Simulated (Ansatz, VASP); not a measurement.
# Ba: VASP beside Ansatz, part 2 of 2

Aim: how closely do two programs agree when they are given the same cell, functional and k mesh? Of the first pair: The structure shown is the start of the Ansatz relaxation below; VASP solves that cell, so the two are compared at the walk's first step.

VASP 6.6.1 and Ansatz 0.2.0.

So far: Set-up; Ansatz: relaxation, LDA.

### Step 3. VASP: single point, LDA, start cell, pair 1

Level of this step: LDA; plane waves and PAW (Ba_sv) (VASP).

The same cell, functional (in two slightly different forms), mesh and smearing now go to VASP, with its own data sets.

Lines of VASP's logs that name or quote its potential files are left out, and so is its time.

File INCAR:

```
SYSTEM = Ba
PREC = Accurate
ENCUT = 400
EDIFF = 1E-06
NELM = 120
ISMEAR = 0
SIGMA = 0.1
LREAL = .FALSE.
ALGO = Normal
GGA = CA
NBANDS = 31
LORBIT = 11
LWAVE = .FALSE.
LCHARG = .FALSE.
ISIF = 2
LDIPOL = .TRUE.
IDIPOL = 3
DIPOL = 0.5 0.5 0.261
LVHAR = .TRUE.
LASPH = .TRUE.
GGA_COMPAT = .FALSE.
NELMDL = -8
KPAR = 2
```

File POSCAR:

```
Ba
1.0
    2.5100000000      3.5496800000      0.0000000000
   -2.5100000000      3.5496800000      0.0000000000
    0.0000000000      0.0000000000     52.1974010000
Ba
5
Direct
    0.0000000000      0.0000000000      0.1245272729
    0.5000000000      0.5000000000      0.1925320956
    0.0000000000      0.0000000000      0.2605369183
    0.5000000000      0.5000000000      0.3285417410
    0.0000000000      0.0000000000      0.3965465637
```

File KPOINTS:

```
Automatic mesh
0
Gamma
8 8 1
0 0 0
```

The projector-augmented-wave data sets are Ba_sv (LDA family, release 64).

Command:

```console
> mpirun -np 2 vasp_std
```

Numbers of over 12 decimals in the logs are rounded to 6 here.

Output:

```text
[banner, memory and clock lines left out]
running    2 mpi-ranks, on    1 nodes
 distrk:  each k-point on    1 cores,    2 groups
 distr:  one band on    1 cores,    1 groups

 POSCAR found type information on POSCAR Ba
 POSCAR found :  1 types and       5 ions
 LDA part: xc-table for (Slater(with rela. corr.)+CA(PZ))
 , standard interpolation
|                                                                             |
|           W    W    AA    RRRRR   N    N  II  N    N   GGGG   !!!           |
|           W    W   A  A   R    R  NN   N  II  NN   N  G    G  !!!           |
|           W    W  A    A  R    R  N N  N  II  N N  N  G       !!!           |
|           W WW W  AAAAAA  RRRRR   N  N N  II  N  N N  G  GGG   !            |
|           WW  WW  A    A  R   R   N   NN  II  N   NN  G    G                |
|           W    W  A    A  R    R  N    N  II  N    N   GGGG   !!!           |
|                                                                             |
|     One of the lattice vectors is very long (>50 A), but AMIN is rather     |
|     large. This can spoil convergence since charge sloshing might occur     |
|     along the long lattice vector. If problems with convergence are         |
|     observed, try to decrease AMIN to a smaller value (e.g. 0.01).          |
|     Note: This warning only applies if the self-consistency cycle is        |
|     used.                                                                   |
|                                                                             |

 POSCAR, INCAR and KPOINTS ok, starting setup
 FFT: planning ... GRIDC
 FFT: planning ... GRID_SOFT
 FFT: planning ... GRID
 WAVECAR not read
 entering main loop
       N       E                     dE             d eps       ncg     rms          rms(c)
DAV:   1     0.476731185090E+03    0.47673E+03   -0.15579E+04  1550   0.919E+02
DAV:   2     0.555368020840E+02   -0.42119E+03   -0.41651E+03  2014   0.230E+02
DAV:   3    -0.816050705657E+01   -0.63697E+02   -0.63410E+02  1749   0.960E+01
DAV:   4    -0.111577227643E+02   -0.29972E+01   -0.29688E+01  2005   0.193E+01
DAV:   5    -0.112368928250E+02   -0.79170E-01   -0.78648E-01  1977   0.341E+00
DAV:   6    -0.112413000727E+02   -0.44072E-02   -0.43917E-02  1957   0.563E-01
DAV:   7    -0.112414395766E+02   -0.13950E-03   -0.13915E-03  2008   0.925E-02
DAV:   8    -0.112414521001E+02   -0.12523E-04   -0.12500E-04  1701   0.154E-02    0.408E+00
DAV:   9    -0.116554336806E+02   -0.41398E+00   -0.13664E+01  1924   0.950E+00    0.430E+00
DAV:  10    -0.104814492760E+02    0.11740E+01   -0.10583E+01  1868   0.476E+00    0.228E+00
DAV:  11    -0.102273902606E+02    0.25406E+00   -0.15734E+00  1739   0.313E+00    0.409E-01
DAV:  12    -0.102350953028E+02   -0.77050E-02   -0.13967E-01  1820   0.843E-01    0.272E-01
DAV:  13    -0.102321266615E+02    0.29686E-02   -0.18838E-02  1804   0.430E-01    0.150E-01
DAV:  14    -0.102285444474E+02    0.35822E-02   -0.10193E-02  1756   0.210E-01    0.930E-02
[...]
DAV:  21    -0.102306638908E+02   -0.14255E-03   -0.23612E-05  1275   0.673E-03    0.253E-03
DAV:  22    -0.102307326413E+02   -0.68751E-04   -0.91312E-06  1249   0.441E-03    0.108E-03
DAV:  23    -0.102307621458E+02   -0.29504E-04   -0.18035E-06  1180   0.220E-03    0.655E-04
DAV:  24    -0.102307796544E+02   -0.17509E-04   -0.96400E-07  1177   0.158E-03    0.394E-04
DAV:  25    -0.102307873298E+02   -0.76754E-05   -0.17783E-07  1022   0.761E-04    0.248E-04
DAV:  26    -0.102307924491E+02   -0.51192E-05   -0.19502E-07  1054   0.631E-04    0.149E-04
DAV:  27    -0.102307947571E+02   -0.23080E-05   -0.54799E-08  1022   0.495E-04    0.103E-04
DAV:  28    -0.102307955178E+02   -0.76068E-06   -0.33845E-08  1008   0.298E-04
   1 F= -.10230796E+02 E0= -.10215634E+02  d E =-.303232E-01
```

OUTCAR, selected parts (step 3):

```text
ion  position               nearest neighbor table
   1  0.000  0.000  0.125-   2 4.35   2 4.35
   2  0.500  0.500  0.193-   1 4.35   3 4.35   1 4.35   3 4.35
   3  0.000  0.000  0.261-   2 4.35   2 4.35   4 4.35   4 4.35
   4  0.500  0.500  0.329-   5 4.35   5 4.35   3 4.35   3 4.35
   5  0.000  0.000  0.397-   4 4.35   4 4.35

  LATTYP: Found a base centered orthorhombic cell.
 ALAT       =     5.0200000000
 B/A-ratio  =     1.4142151394
 C/A-ratio  =    10.3978886454

 Subroutine GETGRP returns: Found  8 space group operations
 (whereof  4 operations were pure point group operations)

The static configuration has the point symmetry C_2v.
 The point group associated with its full space group is D_2h.

 Found     21 irreducible k-points:

   k-points           NKPTS =     21   k-points in BZ     NKDIM =     21   number of bands    NBANDS=     31

   dimension x,y,z NGX =    28 NGY =   28 NGZ =  350
   dimension x,y,z NGXF=    56 NGYF=   56 NGZF=  700

   ENCUT  =  400.0 eV  29.40 Ry    5.42 a.u.   7.09  7.09 85.12*2*pi/ulx,y,z

   NELECT =      50.0000    total number of electrons

 k-points in reciprocal lattice and weights: Automatic mesh
   0.00000000  0.00000000  0.00000000       0.016
   0.12500000  0.00000000  0.00000000       0.062
   0.25000000  0.00000000  0.00000000       0.062
   0.37500000  0.00000000  0.00000000       0.062
   0.50000000  0.00000000  0.00000000       0.031
   0.12500000  0.12500000  0.00000000       0.031
   0.25000000  0.12500000  0.00000000       0.062
   0.37500000  0.12500000  0.00000000       0.062
   0.50000000  0.12500000  0.00000000       0.062
[...]
-0.37500000  0.37500000  0.00000000       0.031
   0.50000000  0.50000000  0.00000000       0.016

 dipolmoment           0.000000      0.000000     -0.000003 electrons x Angstroem

 average (electrostatic) potential at core
       1 -41.8000       2 -41.3613       3 -41.3955       4 -41.3613       5 -41.8000

 E-fermi :  -1.1522

 k-point     1 :       0.0000    0.0000    0.0000
  band No.  band energies     occupation
    ...
     21      -3.8024      2.00000
     22      -3.4961      2.00000
     23      -3.0276      2.00000
     24      -2.5109      2.00000
     25      -2.1620      2.00000
     26      -0.7373      0.00000
     27      -0.7217      0.00000
     28      -0.5120      0.00000
     29      -0.4305      0.00000
     30      -0.1973      0.00000
    ...

 k-point     2 :       0.1250    0.0000    0.0000
  band No.  band energies     occupation
    ...
     21      -3.5886      2.00000
     22      -3.2921      2.00000
     23      -2.8317      2.00000
     24      -2.3112      2.00000
     25      -1.9473      2.00000
     26      -0.7018      0.00000
     27      -0.6919      0.00000
     28      -0.5074      0.00000
     29      -0.4422      0.00000
     30      -0.2571      0.00000
    ...

 k-point     3 :       0.2500    0.0000    0.0000
  band No.  band energies     occupation
    ...
     21      -3.0206      2.00000
     22      -2.7750      2.00000
     23      -2.3764      2.00000
     24      -1.8902      2.00000
     25      -1.4736      1.99999
     26      -0.7544      0.00000
     27      -0.6750      0.00000
     28      -0.5928      0.00000
     29      -0.5436      0.00000
     30      -0.3872      0.00000
    ...

  Total       -3.0020712     -2.3902828     -2.4295242      0.0000000      0.0000000      0.0000000
  in kB       -5.1711813     -4.1173527     -4.1849476      0.0000000      0.0000000      0.0000000
  external PRESSURE =      -4.4911605 kB  Pullay stress =       0.0000000 kB

  energy-cutoff  :      400.00
  volume of cell :      930.13
      direct lattice vectors                 reciprocal lattice vectors
     2.510000000  3.549680000  0.000000000     0.199203187  0.140857767  0.000000000
    -2.510000000  3.549680000  0.000000000    -0.199203187  0.140857767  0.000000000
     0.000000000  0.000000000 52.197401000     0.000000000  0.000000000  0.019158042

 POSITION                                       TOTAL-FORCE (eV/Angst)
 -----------------------------------------------------------------------------------
      0.00000      0.00000      6.50000         0.000000      0.000000      0.199071
      0.00000      3.54968     10.04967         0.000000     -0.000000     -0.058683
      0.00000      0.00000     13.59935         0.000000      0.000000      0.000000
      0.00000      3.54968     17.14903         0.000000      0.000000      0.058683
      0.00000      0.00000     20.69870         0.000000      0.000000     -0.199071
 -----------------------------------------------------------------------------------
    total drift:                               -0.000000      0.000000     -0.000007

  FREE ENERGIE OF THE ION-ELECTRON SYSTEM (eV)
  ---------------------------------------------------
  free  energy   TOTEN  =       -10.2307955178 eV

  energy  without entropy=      -10.2004723446  energy(sigma->0) =      -10.21563393

 vacuum level on the upper side and lower side of the slab         1.412         1.412

 total charge
# of ion       s       p       d       tot
------------------------------------------
    1        2.078   5.539   0.256   7.872
    2        2.071   5.535   0.283   7.889
    3        2.073   5.536   0.277   7.887
    4        2.071   5.535   0.283   7.889
    5        2.078   5.539   0.256   7.872
--------------------------------------------------
tot         10.369  27.684   1.356  39.409

[... 3 further parts left out ...]
```

Harder data sets than Ba_sv exist (the GW ones), and pressures, volumes and forces can shift noticeably with them.

### Step 4. Comparison

Known differences besides the potentials themselves: the two LDA forms differ slightly; Ansatz cuts the interaction across the vacuum, VASP repeats the sheet with a dipole correction; the cutoff is 420 eV in Ansatz and 400 eV in VASP; VASP's log shows a relativistic correction to its local exchange, Ansatz's none. Total energies have different zeros and are not compared.

Forces (eV/Å; atoms numbered as in POSCAR):

```
atom        Ansatz x, y, z          VASP x, y, z
 Ba1   0.000, 0.000, 0.202   0.000, 0.000, 0.199
 Ba2  0.000, 0.000, -0.059  0.000, 0.000, -0.059
 Ba3   0.000, 0.000, 0.000   0.000, 0.000, 0.000
 Ba4   0.000, 0.000, 0.059   0.000, 0.000, 0.059
 Ba5  0.000, 0.000, -0.202  0.000, 0.000, -0.199
```

The forces differ by 1.2 meV/Å r.m.s., which is 1.6 % of the r.m.s. force of 0.076 eV/Å (both taken over all components). With vacuum in the cell, a pressure given here is an average over mostly empty space and none of the material.

### Step 5. Ansatz: relaxation, LDA

This run makes the geometry at which the two programs are then compared.

The structure compared here is the end of the Ansatz relaxation.

File input.yaml:

```yaml
crystal:
  lattice:
    - [2.51, 3.54968, 0.0]
    - [-2.51, 3.54968, 0.0]
    - [0.0, 0.0, 27.1987]
  atoms:
    - { symbol: Ba, position: [0.0, 0.0, 0.238982] }
    - { symbol: Ba, position: [0.5, 0.5, 0.369491] }
    - { symbol: Ba, position: [0.0, 0.0, 0.5] }
    - { symbol: Ba, position: [0.5, 0.5, 0.630509] }
    - { symbol: Ba, position: [0.0, 0.0, 0.761018] }
  periodic: [true, true, false]
kpoints:
  mp_grid: { grid: [8, 8, 1] }
hamiltonian:
  xc: lda
scf:
  occupations: { method: gaussian, width: 0.1 }
output:
  forces: true
  stress: true
  eigenvalues: true
  write_density: true
  write_potential: true
  elf: true
  volumetric_format: npy
relax:
  adjacent_minimum: "off"
  f_tol: 0.005
  max_steps: 80
  cell: { stress_2d_tol: 0.02 }
```

Command:

```console
> ansatz run input.yaml --threads 8 --pin off --max-ram 14336MiB --backend cpu --events-out ev --progress --plain --runs-dir out
```

Output:

```text
[...]
Crystal: 5 atoms, lattice volume = 930.126 Å³
Basis set: ecut = 420 eV, 18221 PW (Γ)
Bands: 30, of which v1, the nominal top of the filled ones, is band 25 counted from 1 (24 counted from 0)
Symmetry: 8 space group operations
[...]
k-points: 21 of 64
[...]
--- Relaxed structure (8 steps of the walk, 8 accepted, 1 SCFs on fresh bases) ---
[...]
cell:  # Å, volume = 823.0923 Å³
    - [2.300543, 3.427199, 0.0]
    - [-2.300543, 3.427199, 0.0]
    - [0.0, 0.0, 52.197401]
  atoms:
    - { symbol: Ba, position: [0, 0, 0.131180] }
    - { symbol: Ba, position: [0.5, 0.5, 0.195382] }
    - { symbol: Ba, position: [0, 0, 0.260537] }
    - { symbol: Ba, position: [0.5, 0.5, 0.325691] }
    - { symbol: Ba, position: [0, 0, 0.389894] }
[key lines of the parts left out:]
SCF converged after 8 iterations
Free energy (F): -28897.118545 eV
Fermi energy:    -2.596949 eV
P = ½ c Tr σ = 0.0012 N/m
```

### Step 6. VASP: single point, LDA, relaxed cell, pair 2

The same cell, functional (in two slightly different forms), mesh and smearing now go to VASP, with its own data sets.

INCAR is that of step 3.

File POSCAR:

```
Ba
1.0
    2.3005428667      3.4271992283      0.0000000000
   -2.3005428667      3.4271992283      0.0000000000
    0.0000000000      0.0000000000     52.1974011064
Ba
5
Direct
    0.0000000000      0.0000000000      0.1311802826
    0.5000000000      0.5000000000      0.1953823406
    0.0000000000      0.0000000000      0.2605369178
    0.5000000000      0.5000000000      0.3256914950
    0.0000000000      0.0000000000      0.3898935530
```

KPOINTS is that of step 3.

Command:

```console
> mpirun -np 2 vasp_std
```

Output:

```text
[banner, memory and clock lines left out]
running    2 mpi-ranks, on    1 nodes
[...]
LDA part: xc-table for (Slater(with rela. corr.)+CA(PZ))
 , standard interpolation
 [... a notice as in an earlier step ...]

 POSCAR, INCAR and KPOINTS ok, starting setup
[...]
entering main loop
       N       E                     dE             d eps       ncg     rms          rms(c)
DAV:   1     0.480172925882E+03    0.48017E+03   -0.15867E+04  1518   0.933E+02
DAV:   2     0.528608224895E+02   -0.42731E+03   -0.42243E+03  1935   0.240E+02
DAV:   3    -0.852493131073E+01   -0.61386E+02   -0.60919E+02  1766   0.949E+01
DAV:   4    -0.117140612633E+02   -0.31891E+01   -0.31483E+01  1965   0.197E+01
[...]
DAV:  28    -0.104591198809E+02   -0.19122E-05   -0.53655E-08   924   0.457E-04    0.964E-05
DAV:  29    -0.104591209960E+02   -0.11151E-05   -0.39367E-08   924   0.381E-04    0.682E-05
DAV:  30    -0.104591213053E+02   -0.30935E-06   -0.12134E-08   889   0.260E-04
   1 F= -.10459121E+02 E0= -.10446638E+02  d E =-.249673E-01
```

Parts of OUTCAR (step 6):

```text
  Total        0.1509588      0.1177070      0.1254993      0.0000000      0.0000000      0.0000000
  in kB        0.2938464      0.2291207      0.2442887      0.0000000      0.0000000      0.0000000
  external PRESSURE =       0.2557519 kB  Pullay stress =       0.0000000 kB

 POSITION                                       TOTAL-FORCE (eV/Angst)
 -----------------------------------------------------------------------------------
      0.00000      0.00000      6.84727         0.000000     -0.000000     -0.011977
      0.00000      3.42720     10.19845         0.000000     -0.000000      0.001950
      0.00000      0.00000     13.59935         0.000000     -0.000000      0.000000
      0.00000      3.42720     17.00025         0.000000     -0.000000     -0.001950
      0.00000      0.00000     20.35143         0.000000      0.000000      0.011977
 -----------------------------------------------------------------------------------
    total drift:                               -0.000000      0.000000     -0.000081

  FREE ENERGIE OF THE ION-ELECTRON SYSTEM (eV)
  ---------------------------------------------------
  free  energy   TOTEN  =       -10.4591213053 eV

  energy  without entropy=      -10.4341540314  energy(sigma->0) =      -10.44663767

[... 1 part as in an earlier step ...]

[... 2 further parts left out ...]
[key lines of the parts left out:]
E-fermi :  -1.0441
```

The run ends at a pressure of 0.03 GPa, with forces up to 0.012 eV/Å.

### Step 7. Differences

At this near-relaxed geometry the largest component of a force difference is 12 meV/Å. With vacuum in the cell, a pressure given here is an average over mostly empty space and none of the material.

### Step 8. Summary of results

| Item | Value |
| --- | --- |
| r.m.s. force difference (single point, LDA, start cell, pair 1) | 1.2 meV/Å |
| r.m.s. force difference (single point, LDA, relaxed cell, pair 2) | 4.5 meV/Å |

In words: The r.m.s. force difference is 4.5 meV/Å (single point, LDA, relaxed cell, pair 2), within the 12 meV/Å picked in this series as the mark of a large difference. How closely two codes agree says nothing of how well the functional describes the real material.

[Lines on the potential files, build, host, timing and source positions are cut from VASP's logs without a mark.]

[Logs are printed without paths, hosts, clocks, repeated set-up lines and the standing remarks that a program may print on its own settings, such as how far it seeks lower states.]

[Hosts, paths, dates, database ids (printed as entryN), source tags and the programs' standing remarks are cut or masked in the printed files.]
